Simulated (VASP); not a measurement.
Input:

```cif
data_Ag4
_chemical_formula_sum 'Ag4'
_space_group_name_H-M_alt 'Fm-3m'
_space_group_IT_number 225
_space_group_name_Hall '-F 4 2 3'
_cell_length_a 4.07047
_cell_length_b 4.07047
_cell_length_c 4.07047
_cell_angle_alpha 90.000
_cell_angle_beta 90.000
_cell_angle_gamma 90.000
loop_
_atom_site_label
_atom_site_type_symbol
_atom_site_symmetry_multiplicity
_atom_site_Wyckoff_symbol
_atom_site_fract_x
_atom_site_fract_y
_atom_site_fract_z
_atom_site_occupancy
Ag1 Ag 4 a 0.00000 0.00000 0.00000 1
```
(The calculation used a cell of 1 atom; values per cell refer to that cell.)

Level of theory: PBE GGA with D3 dispersion (Becke-Johnson damping), VASP's PBE PAW potentials (set 64) (plane waves; VASP). Numerical set-up: 520 eV cut-off, 15×15×15 Γ-centred mesh, first-order Methfessel-Paxton smearing of 0.10 eV, potentials Ag.

Q: Give the energy at these volumes per atom, relative to the lowest: 15.83, 16.34, 16.84, 17.35, 17.85 Å³.

A: 25.0, 6.0, 0.0, 4.6, 17.9 meV/atom. A third-order Birch-Murnaghan fit gives B0 = 111 GPa and B0′ = 5.7.

Measured: bulk modulus 110 GPa at 0 K (computed value off by +1.1 %), as given by H. Levämäki et al., Physical Review B (2014), arXiv:1402.3671 [corrected for temperature and zero-point phonon effects]; a 4.062 Å at 0 K (computed value off by +0.2 %), as given by Daniel Mejia-Rodriguez et al., Physical Review B (2018), arXiv:1807.09216 [static lattice: zero-point anharmonic expansion removed].

The compound is Ag in the fcc structure. It was relaxed first.
